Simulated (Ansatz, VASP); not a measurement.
# Cross-check of Mg between VASP and Ansatz

Wanted: the spread between two codes on one cell, functional and k mesh.

Method: plane waves, with VASP 6.6.1 beside it; single point at PBE, in Ansatz 0.2.0.

### 1. Set-up

Symmetry: P6_3/mmc, No. 194, hexagonal system. The conventional cell has a = 3.177 Å, b = 3.177 Å, c = 10.319 Å, α = 90.00°, β = 90.00°, γ = 120.00°. Nearest to Mg lie 12 Mg at 3.17 to 3.18 Å. Mg has 12 Mg at 3.17 to 3.18 Å nearest.

Coordinates:

```
Mg
1.0
     3.17683    0.00000    0.00000
    -1.58841    2.75121    0.00000
     0.00000    0.00000   10.31886
Mg
4
Cartesian
  1.5884 0.9171 7.7391
  0.0000 0.0000 5.1594
  0.0000 1.8341 2.5797
  0.0000 0.0000 0.0000
```

### 2. VASP: single point, PBE

With cell and atoms fixed, the geometry can't cause a difference; cores, projectors, grids and the points listed under the comparison can.

Lines of VASP's logs that name or quote its potential files are left out, and so is its time.

Contents of INCAR:

```
SYSTEM = Mg
PREC = Accurate
ENCUT = 400
EDIFF = 1E-06
NELM = 100
ISMEAR = -1
SIGMA = 0.05
LREAL = .FALSE.
ALGO = Normal
GGA = PE
NBANDS = 10
LORBIT = 11
LWAVE = .FALSE.
LCHARG = .TRUE.
ISIF = 2
LELF = .TRUE.
LVHAR = .TRUE.
```

Contents of POSCAR:

```
Mg
1.0
    3.1768261656      0.0000000000      0.0000000000
   -1.5884130828      2.7512121628      0.0000000000
    0.0000000000      0.0000000000     10.3188620100
Mg
4
Direct
    0.6666666667      0.3333333333      0.7500000000
    0.0000000000      0.0000000000      0.5000000000
    0.3333333333      0.6666666667      0.2500000000
    0.0000000000      0.0000000000      0.0000000000
```

Contents of KPOINTS:

```
Automatic mesh
0
Gamma
10 10 3
0 0 0
```

PAW data sets: Mg (PBE family, release 64).

The run is started by

```bash
mpirun -np 2 vasp_std
```

Numbers of over 12 decimals in the logs are rounded to 6 here.

Log:

```text
[banner, memory and clock lines left out]
running    2 mpi-ranks, on    1 nodes
 distrk:  each k-point on    2 cores,    1 groups
 distr:  one band on    1 cores,    2 groups

 POSCAR found type information on POSCAR Mg
 POSCAR found :  1 types and       4 ions
 LDA part: xc-table for (Slater+PW92), standard interpolation
 POSCAR, INCAR and KPOINTS ok, starting setup
 FFT: planning ... GRIDC
 FFT: planning ... GRID_SOFT
 FFT: planning ... GRID
 WAVECAR not read
 entering main loop
       N       E                     dE             d eps       ncg     rms          rms(c)
DAV:   1     0.198357732368E+01    0.19836E+01   -0.21617E+03   560   0.445E+02
DAV:   2    -0.583181754576E+01   -0.78154E+01   -0.75190E+01   766   0.479E+01
DAV:   3    -0.603067257822E+01   -0.19886E+00   -0.19756E+00   798   0.669E+00
DAV:   4    -0.603149927137E+01   -0.82669E-03   -0.82635E-03   744   0.441E-01
DAV:   5    -0.603150587549E+01   -0.66041E-05   -0.66042E-05   718   0.385E-02    0.131E+00
DAV:   6    -0.601842841135E+01    0.13077E-01   -0.12778E-03   686   0.314E-01    0.841E-01
DAV:   7    -0.600352782658E+01    0.14901E-01   -0.50125E-03   592   0.543E-01    0.433E-02
DAV:   8    -0.600353315330E+01   -0.53267E-05   -0.50219E-05   784   0.431E-02    0.978E-03
DAV:   9    -0.600352892486E+01    0.42284E-05   -0.27552E-06   680   0.103E-02    0.100E-03
DAV:  10    -0.600352890108E+01    0.23779E-07   -0.29415E-07   398   0.199E-03
   1 F= -.60035289E+01 E0= -.59943614E+01  d E =-.183350E-01
```

From OUTCAR (step 2):

```text
ion  position               nearest neighbor table
   1  0.667  0.333  0.750-   2 3.17   4 3.17   2 3.17   4 3.17   2 3.17   4 3.17
   2  0.000  0.000  0.500-   1 3.17   3 3.17   3 3.17   1 3.17   1 3.17   3 3.17
   3  0.333  0.667  0.250-   2 3.17   4 3.17   2 3.17   4 3.17   2 3.17   4 3.17
   4  0.000  0.000  0.000-   1 3.17   3 3.17   3 3.17   1 3.17   1 3.17   3 3.17

  LATTYP: Found a hexagonal cell.
 ALAT       =     3.1768261656
 C/A-ratio  =     3.2481670296

 Subroutine GETGRP returns: Found 24 space group operations
 (whereof 12 operations were pure point group operations)

The static configuration has the point symmetry D_3d.
 The point group associated with its full space group is D_6h.

 Found     28 irreducible k-points:

   k-points           NKPTS =     28   k-points in BZ     NKDIM =     28   number of bands    NBANDS=     10

   dimension x,y,z NGX =    24 NGY =   24 NGZ =   70
   dimension x,y,z NGXF=    48 NGYF=   48 NGZF=  140

   ENCUT  =  400.0 eV  29.40 Ry    5.42 a.u.   5.18  5.18 16.83*2*pi/ulx,y,z

   NELECT =       8.0000    total number of electrons

 k-points in reciprocal lattice and weights: Automatic mesh
   0.00000000  0.00000000  0.00000000       0.003
   0.10000000  0.00000000  0.00000000       0.020
   0.20000000  0.00000000  0.00000000       0.020
   0.30000000  0.00000000  0.00000000       0.020
   0.40000000  0.00000000  0.00000000       0.020
   0.50000000  0.00000000  0.00000000       0.010
   0.10000000  0.10000000  0.00000000       0.020
   0.20000000  0.10000000  0.00000000       0.040
   0.30000000  0.10000000  0.00000000       0.040
[...]
0.40000000  0.20000000  0.33333333       0.040
   0.30000000  0.30000000  0.33333333       0.040

 average (electrostatic) potential at core
       1 -39.0977       2 -39.0955       3 -39.0977       4 -39.0955

 E-fermi :   2.8314

 k-point     1 :       0.0000    0.0000    0.0000
  band No.  band energies     occupation
      1      -4.2815      2.00000
      2      -2.8746      2.00000
      3      -2.8736      2.00000
      4       1.0121      2.00000
      5       1.4841      2.00000
      6       7.8012      0.00000
      7       7.8103      0.00000
      8      13.8008      0.00000
      9      13.8157      0.00000
     10      13.8785      0.00000

 k-point     2 :       0.1000    0.0000    0.0000
  band No.  band energies     occupation
      1      -4.0823      2.00000
      2      -2.6783      2.00000
      3      -2.6773      2.00000
      4       1.1937      2.00000
      5       1.6773      2.00000
      6       7.9452      0.00000
      7       7.9662      0.00000
      8      11.0482      0.00000
      9      12.1001      0.00000
     10      12.1794      0.00000

 k-point     3 :       0.2000    0.0000    0.0000
  band No.  band energies     occupation
      1      -3.4871      2.00000
      2      -2.0919      2.00000
      3      -2.0911      2.00000
      4       1.7389      2.00000
      5       2.2454      1.99998
      6       7.7098      0.00000
      7       8.2599      0.00000
      8       8.7155      0.00000
      9       9.2300      0.00000
     10       9.4426      0.00000

  Total        0.2687826      0.2687826      0.7675747      0.0000000     -0.0000000      0.0000000
  in kB        4.7748785      4.7748785     13.6358405      0.0000000     -0.0000000      0.0000000
  external PRESSURE =       7.7285325 kB  Pullay stress =       0.0000000 kB

  energy-cutoff  :      400.00
  volume of cell :       90.19
      direct lattice vectors                 reciprocal lattice vectors
     3.176826166  0.000000000  0.000000000     0.314779578  0.181738074  0.000000000
    -1.588413083  2.751212163  0.000000000     0.000000000  0.363476148  0.000000000
     0.000000000  0.000000000 10.318862010     0.000000000  0.000000000  0.096909911

 POSITION                                       TOTAL-FORCE (eV/Angst)
 -----------------------------------------------------------------------------------
      1.58841      0.91707      7.73915        -0.000000     -0.000000      0.000000
      0.00000      0.00000      5.15943        -0.000000      0.000000     -0.000000
     -0.00000      1.83414      2.57972         0.000000      0.000000      0.000000
      0.00000      0.00000      0.00000        -0.000000      0.000000     -0.000000
 -----------------------------------------------------------------------------------
    total drift:                                0.000000     -0.000000      0.000000

  FREE ENERGIE OF THE ION-ELECTRON SYSTEM (eV)
  ---------------------------------------------------
  free  energy   TOTEN  =        -6.0035289011 eV

  energy  without entropy=       -5.9851938801  energy(sigma->0) =       -5.99436139

 total charge
# of ion       s       p       d       tot
------------------------------------------
    1        0.215   0.126   0.012   0.353
    2        0.213   0.127   0.012   0.352
    3        0.215   0.126   0.012   0.353
    4        0.213   0.127   0.012   0.352
--------------------------------------------------
tot          0.855   0.506   0.049   1.410

[... 3 further parts left out ...]
```

The run ends at a pressure of 0.77 GPa.

### 3. Ansatz: single point, PBE

Ansatz runs on its default PAW (the set named soft_2) files.

The same cell, functional, mesh and smearing now go to Ansatz, which takes its cutoff from its data sets.

Contents of input.yaml:

```yaml
crystal:
  lattice:
    - [3.1768261656, 0.0, 0.0]
    - [-1.5884130828, 2.7512121628, 0.0]
    - [0.0, 0.0, 10.31886201]
  atoms:
    - { symbol: Mg, position: [0.6666666667, 0.3333333333, 0.75] }
    - { symbol: Mg, position: [0.0, 0.0, 0.5] }
    - { symbol: Mg, position: [0.3333333333, 0.6666666667, 0.25] }
    - { symbol: Mg, position: [0.0, 0.0, 0.0] }
hamiltonian:
  xc: pbe
  pseudopotentials: { kind: paw }
kpoints:
  mp_grid: { grid: [10, 10, 3] }
scf:
  occupations: { method: fermi_dirac, width: 0.05 }
  n_extra_bands: 5
output:
  forces: true
  stress: true
  eigenvalues: true
```

The run is started by

```bash
ansatz run input.yaml --threads 2 --pin off --max-ram 4608MiB --backend cpu --events-out ev --progress --plain --runs-dir out
```

Log:

```text
scf.n_extra_bands = 5 over 20 filled bands (N_el = 40.0): the run solves 25 bands
Engine: ansatz 0.2.0, x86_64-unknown-linux-gnu
Pseudopotentials: kind: paw
Pseudopotential: Mg, paw, valence charge 10, recommended cutoff 420 eV (normal), Mg.paw.azcp
Functional definition: PBE
  parameter kappa = 0.804
  parameter beta = 0.066725
  exchange = pbe_x(kappa = kappa, mu = beta*pi^2/3)
  correlation = pbe_c(beta = beta)
Crystal: 4 atoms, lattice volume = 90.188 Å³
Basis set: ecut = 420 eV, 1775 PW (Γ), exchange–correlation on 48×48×144 points (8 copies of the dense FFT grid, shifted against one another)
Bands: 25, of which v1, the nominal top of the filled ones, is band 20 counted from 1 (19 counted from 0)
Symmetry: 24 space group operations
Space group: P63/mmc (ITA 194), of the structure as read, at distance tolerance 4.5e-5 Å
k-points: 28 of 300
Non-local potential: Mg, projectors of the file, l = 0: 3, l = 1: 2, l = 2: 1
PAW form: soft (Blöchl's): semilocal exchange-correlation on the pseudo side does not see the compensation charge
PAW one-centre angular grid: Mg, 110 points (default); XC on 64 Gauss nodes
Initial density: superposition of atomic densities (neutral atoms: chi_scale 0, normalization atom), corrected by the library's trained network
Initial wavefunctions: pseudopotential atomic-orbital guess
Functional: x = pbe(κ = 0.804, μ = 0.219515), c = pbe(β = 0.066725)
SCF iter   1: F=—  HF=-7695.187604 eV  |F-HF|=—  |Δ(HF+E_count)|=         —  Δρ=6.36e-4  dr2=3.61e-4  ethr=1.77e-3  ⟨swp⟩=6.3  Hψ=3222  notcnv=0
preconditioner: auto → Kerker (q_TF=auto, 2.383 Å⁻¹)  [metal: Δε(μ)=0.067 eV  Ē_g=5.769 eV  σ=0.050 eV  W_gap=0.31  n_scr=24 (ndim 8)  ℏωp=11.1 eV  f_vac=0.000  D(μ)=2.27/eV (n_scr^D=6)]
SCF iter   2: F=—  HF=-7695.187374 eV  |F-HF|=—  |Δ(HF+E_count)|=   2.30e-4  Δρ=4.27e-4  dr2=1.75e-4  ethr=9.03e-7  ⟨swp⟩=2.5  Hψ=1386  notcnv=0
SCF iter   3: F=—  HF=-7695.187409 eV  |F-HF|=—  |Δ(HF+E_count)|=   3.50e-5  Δρ=1.36e-4  dr2=1.06e-5  ethr=4.37e-7  ⟨swp⟩=2.2  Hψ=874  notcnv=0
SCF iter   4: F=—  HF=-7695.187418 eV  |F-HF|=—  |Δ(HF+E_count)|=   9.33e-6  Δρ=5.81e-5  dr2=2.14e-6  ethr=2.64e-8  ⟨swp⟩=2.0  Hψ=1134  notcnv=0
SCF iter   5: F=—  HF=-7695.187417 eV  |F-HF|=—  |Δ(HF+E_count)|=   9.20e-7  Δρ=2.46e-5  dr2=1.75e-7  ethr=5.34e-9  ⟨swp⟩=2.0  Hψ=1262  notcnv=0
SCF iter   6: F=-7695.187417 eV  HF=-7695.187417 eV  |F-HF|=1.02e-8  |Δ(HF+E_count)|=   2.62e-7  Δρ=4.31e-6  dr2=8.42e-9  ethr=2.50e-10  ⟨swp⟩=5.1  Hψ=2427  notcnv=0
SCF 1 converged in 6 iterations: F = -7695.187417 eV  dr2 = 8.42e-9
  greatest PAW one-centre occupation: 1.000 electrons in one spin orbital (limit 2), on the Mg atom at site 2 (counted from 0), in its partial waves of l = 0
SCF converged after 6 iterations
Free energy (F): -7695.187417 eV
Harris-Foulkes:  -7695.187417 eV  (|F-HF|=1.02e-8)
Internal energy: -7695.169136 eV  (E = F + TS)
E sigma→0 (E₀):  -7695.178277 eV
Entropy (-TS):   -0.018281 eV (-4.570 meV/atom)
Fermi energy:    5.904730 eV
--- Per-component energies (eV) ---
  E_band       = -1423.052835
  E_kinetic    = 299.828476
  E_local      = -6453.438769  (includes V_loc(G=0)·N_el)
  E_nonlocal   = 382.933728
  E_hartree    = 2303.730193
  E_xc         = -113.946495
  E_vxc        = -147.008579  (∫ρ·V_xc dr)
  E_paw        = -1169.985406  (= ΣΔE_a)
  E_vpaw       = -112.833636  (= ΣTr[D̂ρ^β])
  E_aug_tail   = -0.000012  (compensation charges beyond the density's cutoff)
  E_ewald      = -2944.290850
  E_smearing   = -0.018281  (= −TS)
  E_closure    = -0.000000  (closes the sum)
  Σ components = -7695.187417   (vs F -7695.187417, Δ=0.00e0)
--- Forces (eV/Å), atoms counted from 1 ---
  atom   1  Mg    -0.00000000     0.00000000     0.00000000
  atom   2  Mg     0.00000000     0.00000000    -0.00000000
  atom   3  Mg     0.00000000    -0.00000000     0.00000000
  atom   4  Mg     0.00000000     0.00000000     0.00000000
  max |Σ_I F_I| component: 2.10e-30 eV/Å
--- Stress (GPa, compression-positive) ---
        0.596311       0.000000       0.000000
       -0.000000       0.596311       0.000000
        0.000000       0.000000       1.485251
  P = ⅓ Tr σ = 0.8926 GPa (8.926 kbar)
--- Band table (eV; the first three rows and the last of 28) ---
  k-point 0: bands = [... 16 lower, -1.2094, 0.2012, 0.2022, 4.0905, 4.5560, 10.8695, 10.8786, 16.8633, ... 1 higher]
  k-point 1: bands = [... 16 lower, -1.0514, -0.5792, 1.2829, 2.6510, 6.2663, 8.4459, 13.5145, 16.2455, ... 1 higher]
  k-point 2: bands = [... 16 lower, -1.0095, 0.3978, 0.3988, 4.2716, 4.7495, 11.0134, 11.0344, 14.1145, ... 1 higher]
  k-point 27: bands = [... 16 lower, 4.1690, 4.6008, 5.9591, 5.9911, 6.0300, 6.4290, 6.9215, 7.6286, ... 1 higher]
```

The job ended after 1.4 s (2 threads of AMD EPYC 7R43, shared host; peak memory 0.41 GiB; 2.4 s of CPU time).

In the SCF lines HF is the Harris–Foulkes energy and dr2 the Hartree energy of the density residual, in eV; the loop may stop once dr2 is under the threshold and the program's other checks hold. Hψ counts applications of the Hamiltonian.

The run ends at a pressure of 0.89 GPa.

### 4. Differences

Known differences besides the potentials themselves: the data sets hold 40 valence electrons in Ansatz (default PAW (the set named soft_2) files) and 8 in VASP; the cutoff is 420 eV in Ansatz and 400 eV in VASP; VASP leaves aspherical gradient terms in its spheres out (LASPH is not set), Ansatz keeps them. Total energies have different zeros and are not compared.

Compared:

```
      quantity  Ansatz  VASP  difference
pressure (GPa)    0.89  0.77       +0.12
```

### 5. What came out

| Property | Result |
| --- | --- |
| difference in pressure (single point, PBE) | 0.12 GPa |

**Reading.** The difference in pressure is 0.12 GPa (single point, PBE), within the 1 GPa picked in this series as the mark of a large difference. Such differences can come from data sets, numerical settings and the points named under the comparisons, not from the functional's error against experiment.

[Lines on the potential files, build, host, timing and source positions are cut from VASP's logs without a mark.]

[Logs are printed without paths, hosts, clocks, repeated set-up lines and the standing remarks that a program may print on its own settings, such as how far it seeks lower states.]

[Hosts, paths, dates, database ids (printed as entryN), source tags and the programs' standing remarks are cut or masked in the printed files.]
